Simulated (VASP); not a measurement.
Calculation: PBE GGA, VASP's PBE PAW potentials (set 64) (plane waves; VASP).

VASP ran on this input.

**POSCAR**
```
ZnCr3C
1
    3.9941610000     0.0000000000     0.0000000000
    0.0000000000     3.9941610000     0.0000000000
    0.0000000000     0.0000000000     3.9941610000
Zn C Cr
1 1 3
Direct
  0.0000000000   0.0000000000   0.0000000000
  0.5000000000   0.5000000000   0.5000000000
  0.0000000000   0.5000000000   0.5000000000
  0.5000000000   0.5000000000   0.0000000000
  0.5000000000   0.0000000000   0.5000000000
```

File KPOINTS:
```
kpoints
0
G
  5 5 5
0 0 0
```

INCAR:
```
SYSTEM = ZnCr3C
PREC = Accurate
ENCUT = 520
EDIFF = 1E-6
NELM = 100
ALGO = Normal
LREAL = .FALSE.
LASPH = .TRUE.
ISMEAR = 0
SIGMA = 0.05
GGA = PE
LMAXMIX = 4
ISPIN = 2
MAGMOM = 0.0 0.0 3.0 3.0 3.0
LORBIT = 10
LWAVE = .FALSE.
LCHARG = .FALSE.
ISIF = 2
NUPDOWN = 0
```

POTCAR, in this order: Zn C Cr_pv (PBE.64 set). Program: vasp_std.

The resulting files:

File OSZICAR:
```
       N       E                     dE             d eps       ncg     rms          rms(c)
DAV:   1     0.575277498019E+03    0.57528E+03   -0.28170E+04  1464   0.186E+03
DAV:   2     0.517700903340E+01   -0.57010E+03   -0.55147E+03  1440   0.514E+02
DAV:   3    -0.414145875180E+02   -0.46592E+02   -0.44850E+02  1556   0.155E+02
DAV:   4    -0.433787055433E+02   -0.19641E+01   -0.19476E+01  1636   0.298E+01
DAV:   5    -0.434263853606E+02   -0.47680E-01   -0.47661E-01  1744   0.442E+00    0.402E+01
DAV:   6    -0.398717452865E+02    0.35546E+01   -0.91957E+01  1744   0.722E+01    0.160E+01
DAV:   7    -0.378971116635E+02    0.19746E+01   -0.20432E+01  1660   0.434E+01    0.584E+00
DAV:   8    -0.377861431084E+02    0.11097E+00   -0.14301E+00  1572   0.105E+01    0.246E+00
DAV:   9    -0.377365861937E+02    0.49557E-01   -0.14995E-01  1780   0.286E+00    0.107E+00
DAV:  10    -0.377303275721E+02    0.62586E-02   -0.16232E-02  1772   0.102E+00    0.373E-01
DAV:  11    -0.377295543007E+02    0.77327E-03   -0.43980E-03  1900   0.472E-01    0.138E-01
DAV:  12    -0.377295402911E+02    0.14010E-04   -0.24004E-04  1980   0.123E-01    0.801E-02
DAV:  13    -0.377295456673E+02   -0.53763E-05   -0.98540E-05  1716   0.645E-02    0.195E-02
DAV:  14    -0.377295442631E+02    0.14043E-05   -0.86235E-06  1532   0.230E-02    0.806E-03
DAV:  15    -0.377295438316E+02    0.43147E-06   -0.40152E-06  1432   0.123E-02
   1 F= -.37729544E+02 E0= -.37726160E+02  d E =-.676690E-02  mag=     0.0000
```

**OUTCAR**
```
------------------------ aborting loop because EDIFF is reached ----------------------------------------
  FORCE on cell =-STRESS in cart. coord.  units (eV):
  Direction    XX          YY          ZZ          XY          YZ          ZX
  --------------------------------------------------------------------------------------
  Total       -7.6252957     -7.6252957     -7.6252957     -0.0000000     -0.0000000      0.0000000
  in kB     -191.7302214   -191.7302214   -191.7302214     -0.0000000     -0.0000000      0.0000000
  external PRESSURE =    -191.7302214 kB  Pullay stress =       0.0000000 kB
  volume of cell :       63.72
      direct lattice vectors                 reciprocal lattice vectors
     3.994161000  0.000000000  0.000000000     0.250365471  0.000000000  0.000000000
     0.000000000  3.994161000  0.000000000     0.000000000  0.250365471  0.000000000
     0.000000000  0.000000000  3.994161000     0.000000000  0.000000000  0.250365471
 POSITION                                       TOTAL-FORCE (eV/Angst)
 -----------------------------------------------------------------------------------
      0.00000      0.00000      0.00000         0.000000      0.000000      0.000000
      1.99708      1.99708      1.99708         0.000000      0.000000      0.000000
      0.00000      1.99708      1.99708         0.000000      0.000000      0.000000
      1.99708      1.99708      0.00000         0.000000      0.000000      0.000000
      1.99708      0.00000      1.99708         0.000000      0.000000      0.000000
 -----------------------------------------------------------------------------------
    total drift:                                0.000000      0.000000     -0.000000
  FREE ENERGIE OF THE ION-ELECTRON SYSTEM (eV)
  ---------------------------------------------------
  free  energy   TOTEN  =       -37.7295438316 eV

  energy  without entropy=      -37.7227769316  energy(sigma->0) =      -37.72616038

 total charge

# of ion       s       p       d       tot
------------------------------------------
    1        0.582   0.479   9.712  10.773
    2        0.895   1.556   0.000   2.451
    3        0.310   6.323   4.139  10.773
    4        0.310   6.323   4.139  10.773
    5        0.310   6.323   4.139  10.773
--------------------------------------------------
tot          2.407  21.004  22.130  45.541

 magnetization (x)

# of ion       s       p       d       tot
------------------------------------------
    1        0.000   0.000   0.000   0.000
    2        0.000   0.000   0.000   0.000
    3       -0.000  -0.000  -0.000  -0.000
    4       -0.000  -0.000  -0.000  -0.000
    5       -0.000  -0.000  -0.000  -0.000
--------------------------------------------------
tot          0.000  -0.000   0.000   0.000
```
(Selected blocks of OUTCAR.)

The moments were started parallel, and other spin orders were not tried in this run.

The structure was generated: ZnCr3C was put into the cubic-perovskite type (Pm-3m), which need not be its known phase. The cell was not relaxed at this level. The run is one of a series of settings (NUPDOWN = 0 against the base run), some of them coarse on purpose.
